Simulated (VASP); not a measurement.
# AlN (P6_3mc) in VASP: G0W0 quasiparticle levels with PBE

Aim: the G0W0 quasiparticle levels of AlN with PBE.

Everything below comes from runs of VASP 6.6.1. Logs are shortened: lines on timing, memory, paths and dates and some standing lists are left out, and cuts for length are marked.

**What was measured.**

From “Structural and optical properties of self-assembled AlN nanowires grown on SiO2/Si substrates by molecular beam epitaxy”, 2024, arxiv:2402.00216, for a bulk crystal of AlN at 0 K: band gap 6.0343 eV (an exciton energy, a little under the gap).

How close the calculation comes is told below.

## Step 1: The crystal as given

Symmetry: P6_3mc, No. 186, hexagonal system. The conventional cell has a = 3.130 Å, b = 3.130 Å, c = 5.018 Å, α = 90.00°, β = 90.00°, γ = 120.00°. Al (site symmetry 3m) is surrounded by 4 N at 1.90 to 1.91 Å. N (site symmetry 3m) is surrounded by 4 Al at 1.90 to 1.91 Å.

## Step 2: G0W0 quasiparticle levels, PBE

The input, POSCAR:

```
AlN
1.0
    3.1302330000      0.0000000000      0.0000000000
   -1.5651170000      2.7108610000      0.0000000000
    0.0000000000      0.0000000000      5.0179780000
Al N
2 2
Direct
    0.3333333000      0.6666667000     -0.0007713000
    0.6666667000      0.3333333000      0.4992287000
    0.3333333000      0.6666667000      0.3807713000
    0.6666667000      0.3333333000      0.8807713000
```

The input, INCAR.step1:

```
SYSTEM = AlN
ALGO = Fast
EDIFF = 1E-8
ENCUT = 420
GGA = PE
ISMEAR = 0
LASPH = .TRUE.
LCHARG = .FALSE.
LREAL = .FALSE.
LWAVE = .TRUE.
NELM = 100
PREC = Accurate
SIGMA = 0.01
```

The input, INCAR.step2:

```
SYSTEM = AlN
ALGO = Exact
EDIFF = 1E-8
ENCUT = 420
GGA = PE
ISMEAR = 0
ISTART = 1
LASPH = .TRUE.
LCHARG = .FALSE.
LOPTICS = .TRUE.
LREAL = .FALSE.
LWAVE = .TRUE.
NBANDS = 288
NELM = 1
PREC = Accurate
SIGMA = 0.01
```

The input, INCAR.step3:

```
SYSTEM = AlN
ALGO = EVGW0
EDIFF = 1E-8
ENCUT = 420
ENCUTGW = 200
GGA = PE
ISMEAR = 0
ISTART = 1
LASPH = .TRUE.
LCHARG = .FALSE.
LREAL = .FALSE.
LWAVE = .FALSE.
NBANDS = 288
NBANDSGW = 16
NELMGW = 1
NOMEGA = 60
PREC = Accurate
PRECFOCK = Fast
SIGMA = 0.01
```

The input, KPOINTS:

```
k-points
0
G
  6 6 4
  0 0 0
```

Potentials or basis: VASP PAW PBE potentials, release 64 (Al_GW, N_GW).

The run is started by

```sh
$ cat potpaw_PBE.64/Al_GW/POTCAR potpaw_PBE.64/N_GW/POTCAR > POTCAR
$ cp INCAR.step1 INCAR
$ mpirun -np 1 vasp_std > vasp.out
$ cp INCAR.step2 INCAR
$ mpirun -np 1 vasp_std > vasp.out
$ cp INCAR.step3 INCAR
$ mpirun -np 1 vasp_std > vasp.out
```

OUTCAR:

```text
SYSTEM = AlN
   EDIFF = 1E-8
   ENCUT = 420
   ENCUTGW = 200
   GGA = PE
   ISMEAR = 0
   ISTART = 1
   LASPH = .TRUE.
   LREAL = .FALSE.
   NELMGW = 1
   PREC = Accurate
   PRECFOCK = Fast

 ion  position               nearest neighbor table
   1  0.333  0.667  0.999-   4 1.90   4 1.90   4 1.90   3 1.91
   2  0.667  0.333  0.499-   3 1.90   3 1.90   3 1.90   4 1.91
   3  0.333  0.667  0.381-   2 1.90   2 1.90   2 1.90   1 1.91
   4  0.667  0.333  0.881-   1 1.90   1 1.90   1 1.90   2 1.91

  LATTYP: Found a hexagonal cell.
 ALAT       =     3.1302330000
 C/A-ratio  =     1.6030685256

  Lattice vectors:

 A1 = (   3.1302330000,   0.0000000000,   0.0000000000)
 A2 = (  -1.5651170000,   2.7108610000,   0.0000000000)
 A3 = (   0.0000000000,   0.0000000000,   5.0179780000)

Analysis of symmetry for initial positions (statically):
=====================================================================
 Subroutine PRICEL returns:
 Original cell was already a primitive cell.

 Routine SETGRP: Setting up the symmetry group for a
 hexagonal supercell.

 Subroutine GETGRP returns: Found 12 space group operations
 (whereof  6 operations were pure point group operations)
 out of a pool of 24 trial point group operations.

The static configuration has the point symmetry C_3v.
 The point group associated with its full space group is C_6v.

Analysis of symmetry for dynamics (positions and initial velocities):
=====================================================================
 Subroutine PRICEL returns:
 Original cell was already a primitive cell.

 Routine SETGRP: Setting up the symmetry group for a
 hexagonal supercell.

 Subroutine GETGRP returns: Found 12 space group operations
 (whereof  6 operations were pure point group operations)
 out of a pool of 24 trial point group operations.

The dynamic configuration has the point symmetry C_3v.
 The point group associated with its full space group is C_6v.

 Subroutine INISYM returns: Found 12 space group operations
 (whereof  6 operations are pure point group operations),
 and found     1 'primitive' translations

----------------------------------------------------------------------------------------

                                     Primitive cell

  volume of cell :      42.5807

  direct lattice vectors                    reciprocal lattice vectors
     3.130233000  0.000000000  0.000000000     0.319465037  0.184443304  0.000000000
    -1.565117000  2.710861000  0.000000000     0.000000000  0.368886490  0.000000000
     0.000000000  0.000000000  5.017978000     0.000000000  0.000000000  0.199283456

  length of vectors
     3.130233000  3.130232992  5.017978000     0.368886489  0.368886490  0.199283456

  position of ions in fractional coordinates (direct lattice)
     0.333333300  0.666666700  0.999228700
     0.666666700  0.333333300  0.499228700
     0.333333300  0.666666700  0.380771300
     0.666666700  0.333333300  0.880771300

  ion indices of the primitive-cell ions
   primitive index   ion index
                 1           1
                 2           2
                 3           3
                 4           4

----------------------------------------------------------------------------------------

 KPOINTS: k-points

Automatic generation of k-mesh.
 Grid dimensions read from file:
 generate k-points for:    6    6    4

 Generating k-lattice:

  Cartesian coordinates                     Fractional coordinates (reciprocal lattice)
     0.053244173  0.030740551  0.000000000     0.166666667  0.000000000  0.000000000
     0.000000000  0.061481082  0.000000000     0.000000000  0.166666667  0.000000000
     0.000000000  0.000000000  0.049820864     0.000000000  0.000000000  0.250000000

  Length of vectors
     0.061481082  0.061481082  0.049820864

  Shift w.r.t. Gamma in fractional coordinates (k-lattice)
     0.000000000  0.000000000  0.000000000

 Subroutine IBZKPT returns following result:
 ===========================================

 Found     21 irreducible k-points:

 Following reciprocal coordinates:
            Coordinates               Weight
  0.000000  0.000000  0.000000      1.000000
  0.166667 -0.000000  0.000000      6.000000
  0.333333 -0.000000  0.000000      6.000000
  0.500000  0.000000  0.000000      3.000000
  0.166667  0.166667  0.000000      6.000000
  0.333333  0.166667  0.000000     12.000000
[... 13 lines left out ...]
  0.333333  0.166667  0.500000     12.000000
  0.333333  0.333333  0.500000      2.000000
   k-points           NKPTS =     21   k-points in BZ     NKDIM =    144   number of bands    NBANDS=    288
   number of dos      NEDOS =    301   number of ions     NIONS =      4
   total plane-waves  NPLWV =  20736
   dimension x,y,z NGX =    24 NGY =   24 NGZ =   36
   dimension x,y,z NGXF=    48 NGYF=   48 NGZF=   72
   ions per type =               2   2
   NGX,Y,Z   is equivalent  to a cutoff of  12.75, 12.75, 11.93 a.u.
   NGXF,Y,Z  is equivalent  to a cutoff of  25.49, 25.49, 23.85 a.u.
 SYSTEM =  AlN
   PREC   = accura    normal or accurate (medium, high low for compatibility)
   ISTART =      1    job   : 0-new  1-cont  2-samecut
   ICHARG =      0    charge: 1-file 2-atom 10-const
   ISPIN  =      1    spin polarized calculation?
   LNONCOLLINEAR =      F non collinear calculations
   LSORBIT =      F    spin-orbit coupling
   LASPH  =      T    aspherical Exc in radial PAW
   ENCUT  =  420.0 eV  30.87 Ry    5.56 a.u.   5.23  5.23  8.39*2*pi/ulx,y,z
   NELM   =     60;   NELMIN=  2; NELMDL=  0     # of ELM steps
   EDIFF  = 0.1E-07   stopping-criterion for ELM
   LREAL  =      F    real-space projection
   EDIFFG = 0.1E-06   stopping-criterion for IOM
   NSW    =      0    number of steps for IOM
   IBRION =     -1    ionic relax: 0-MD 1-quasi-New 2-CG
   NFREE  =      0    steps in history (QN), initial steepest desc. (CG)
   ISIF   =      0    stress and relaxation
   ISYM   =      3    0-nonsym 1-usesym 2-fastsym
   POTIM  = 0.5000    time-step for ionic-motion
   TEBEG  =    0.0;   TEEND  =   0.0 temperature during run
   PSTRESS=    0.0 pullay stress
   NELECT =      16.0000    total number of electrons
   NUPDOWN=      -1.0000    fix difference up-down
   EMIN   =  10.00;   EMAX   =-10.00  energy-range for DOS
   EFERMI =   0.00;   METHOD = LEGACY
   ISMEAR =     0;   SIGMA  =   0.01  broadening in eV -4-tet -1-fermi 0-gaus
   EFERMI_NEDOS =   21; number of points for ismear=-14 and -15
   IALGO  =     38    algorithm
   IMIX   =      4    mixing-type and parameters
     AMIX     =   0.40;   BMIX     =  1.00
     AMIX_MAG =   1.60;   BMIX_MAG =  1.00
  volume/ion in A,a.u.               =      10.65        71.84
  Fermi-wavevector in a.u.,A,eV,Ry     =   1.181346  2.232421 18.988010  1.395579
  Thomas-Fermi vector in A             =   2.317622
   LORBIT       =      0    0 simple, 1 ext, 2 COOP (PROOUT), +10 PAW based schemes
   GGA     = PE    functional components
   LHFCALC =     T    Hartree Fock is set to
   PRECFOCK=fast      Normal, Fast or Accurate (Low or Medium for compatibility)
   ENCUT4O =  -1.0   cutoff for four orbital integrals eV
   NKREDX  =     1    reduce k-point grid by
   NKREDY  =     1    reduce k-point grid by
   NKREDZ  =     1    reduce k-point grid by
   AEXX    =    1.0000 exact exchange contribution
   HFSCREEN=    0.0000 screening length (either q_TF or 0.3 A-1)
   HFSCREENC=   0.0000 screening length for correlation (either q_TF or 0.3 A-1)
   ENCUTFOCK=  -1.0 apply spherical cutoff to Coloumb kernel
   IVDW    =     0    specifies the selected vdW correction
   LEPSILON=     F    determine dielectric tensor
   LRPA    =     F    only Hartree local field effects (RPA)
   LRPAFORCE           =     F    calculate RPA forces
   ENCUTGW             = 200.0    cutoff for response function in eV
   ENCUTGWSOFT         = 160.0    soft cutoff for Coulomb kernel in GW response function in eV
   ENCUTLF             =  -1.0    cutoff for local field effects
   NELMGW              =     1    number of iterations in solving QP/BSE equation
   NELMHF              =     1    number of iterations in the inner HF iteration
   NKREDLFX            =     1    NKREDLFY  =   1   NKREDLFZ  =   1
 non-spin polarized calculation
 Gauss-broadening in eV      SIGMA  =   0.01
  energy-cutoff  :      420.00
  volume of cell :       42.58
 maximum number of plane-waves:       844
 NGX is ok and might be reduce to    24
  NGX = 12; NGY = 12; NGZ = 20
   NGX = 11   NGY = 11   NGZ = 17
 maximum number of plane-waves:       287

 QP shifts <psi_nk| G(iteration)W_0 |psi_nk>: iteration 1
 for sc-GW calculations column KS-energies equals QP-energies in previous step
 and V_xc(KS)=  KS-energies - (<T + V_ion + V_H > + <T+V_H+V_ion>^1  + <V_x>^1)

 k-point   1 :       0.0000    0.0000    0.0000
  band No.  KS-energies  QP-energies   sigma(KS)   V_xc(KS)     V^pw_x(r,r')   Z            occupation Imag(sigma)

      1     -10.1102     -11.7318     -17.0490     -14.7849     -24.7332       0.7162       2.0000       1.1758
      2      -8.0284      -9.5424     -18.4422     -16.3257     -25.8244       0.7153       2.0000       0.9316
      3      -0.9436      -2.2778     -14.4380     -12.5827     -18.4012       0.7191       2.0000       0.1225
      4       4.1266       3.0210     -17.6911     -16.2585     -20.5072       0.7718       2.0000       0.0413
      5       4.1266       3.0210     -17.6911     -16.2585     -20.5072       0.7718       2.0000       0.0413
      6       4.7719       3.7471     -18.0506     -16.7296     -20.7035       0.7758       2.0000       0.0401
[... 8 lines left out ...]
     15      17.9192      18.8362      -9.2939     -10.4501      -4.0000       0.7932       0.0000      -0.1227
     16      17.9192      18.8362      -9.2939     -10.4501      -4.0000       0.7932       0.0000      -0.1227

 k-point   2 :       0.1667   -0.0000    0.0000
  band No.  KS-energies  QP-energies   sigma(KS)   V_xc(KS)     V^pw_x(r,r')   Z            occupation Imag(sigma)

      1      -9.7713     -11.3750     -17.1990     -14.9663     -24.8291       0.7182       2.0000       1.1372
      2      -7.8454      -9.3606     -18.5793     -16.4704     -25.9267       0.7185       2.0000       0.9128
      3      -0.5336      -1.8665     -14.5885     -12.7504     -18.4144       0.7252       2.0000       0.1056
      4       2.7196       1.4981     -16.4778     -14.8817     -19.4674       0.7653       2.0000       0.0481
      5       3.4800       2.3573     -17.0306     -15.5739     -19.8101       0.7707       2.0000       0.0420
      6       3.7383       2.5872     -17.3527     -15.8589     -20.2293       0.7706       2.0000       0.0426
[... 8 lines left out ...]
     15      17.1844      17.9663      -9.2125     -10.1950      -4.0975       0.7958       0.0000      -0.1098
     16      17.6415      18.4095      -9.0180      -9.9821      -3.7903       0.7966       0.0000      -0.1380

 k-point   3 :       0.3333   -0.0000    0.0000
  band No.  KS-energies  QP-energies   sigma(KS)   V_xc(KS)     V^pw_x(r,r')   Z            occupation Imag(sigma)

      1      -8.8991     -10.4543     -17.7058     -15.5372     -25.1949       0.7171       2.0000       1.0331
      2      -7.5207      -9.0373     -18.8439     -16.7599     -26.1456       0.7278       2.0000       0.8846
      3       0.5105      -0.8210     -15.2734     -13.4843     -18.8003       0.7443       2.0000       0.0786
      4       0.6154      -0.7220     -15.0760     -13.2814     -18.5538       0.7452       2.0000       0.0732
      5       1.6769       0.3936     -16.1423     -14.4481     -19.4057       0.7575       2.0000       0.0596
      6       3.1549       1.9404     -16.9671     -15.3834     -19.9603       0.7669       2.0000       0.0458
[... 334 lines left out ...]
      1      -7.8554      -9.3822     -18.5460     -16.4413     -25.8905       0.7254       2.0000       0.9231
      2      -7.8554      -9.3822     -18.5460     -16.4413     -25.8905       0.7254       2.0000       0.9231
      3      -0.1213      -1.4716     -15.0324     -13.1922     -18.7539       0.7338       2.0000       0.0914
      4      -0.1213      -1.4716     -15.0324     -13.1922     -18.7539       0.7338       2.0000       0.0914
      5       2.3882       1.1243     -16.1028     -14.4495     -19.1455       0.7645       2.0000       0.0499
      6       2.3882       1.1243     -16.1028     -14.4495     -19.1455       0.7645       2.0000       0.0499
[... 8 lines left out ...]
     15      18.2475      19.1345     -10.2359     -11.3735      -4.6833       0.7797       0.0000      -0.1592
     16      18.2475      19.1345     -10.2359     -11.3735      -4.6833       0.7797       0.0000      -0.1592

 k-point  21 :       0.3333    0.3333    0.5000
  band No.  KS-energies  QP-energies   sigma(KS)   V_xc(KS)     V^pw_x(r,r')   Z            occupation Imag(sigma)

      1      -7.6378      -9.1598     -18.7691     -16.6810     -26.0935       0.7289       2.0000       0.9034
      2      -7.6378      -9.1598     -18.7691     -16.6810     -26.0935       0.7289       2.0000       0.9034
      3       0.1875      -1.1444     -15.1979     -13.3922     -18.8494       0.7376       2.0000       0.0870
      4       0.1875      -1.1444     -15.1979     -13.3922     -18.8494       0.7376       2.0000       0.0870
      5       1.1792      -0.1816     -15.1932     -13.3930     -18.4543       0.7559       2.0000       0.0603
      6       1.1792      -0.1816     -15.1932     -13.3930     -18.4543       0.7559       2.0000       0.0603
[... 8 lines left out ...]
     15      18.6738      19.3792      -9.1582     -10.0450      -3.8573       0.7953       0.0000      -0.1587
     16      18.6738      19.3792      -9.1582     -10.0450      -3.8573       0.7953       0.0000      -0.1587
```

Run time: 25 min. Hardware: 1 thread of AMD EPYC 9R14 (Zen 4), shared host; peak memory 1.1 GiB.

What came out:

```yaml
Band_gap_on_the_k_mesh_mean-field_level: 4.02 eV, direct
Quasiparticle_gap: 5.61 eV
Least_direct_quasiparticle_gap: 5.61 eV
```

Caveat: bands, screening cutoff and mesh are small and nothing is extrapolated, so the quasiparticle values aren't converged.

## Step 3: Comparison with measurements

Step 2. Against the measured gap of AlN, 6.0343 eV (an exciton energy, a little under the gap; 0 K; quoted in “Structural and optical properties of self-assembled AlN nanowires grown on SiO2/Si substrates by molecular beam epitaxy”, 2024, arxiv:2402.00216), the calculated 5.61 eV is off by -0.42 eV. 2 values of this kind are on record (6.034 to 6.0343 eV); this one was drawn at random. The value is that of G0W0 on PBE, without temperature or zero-point motion.
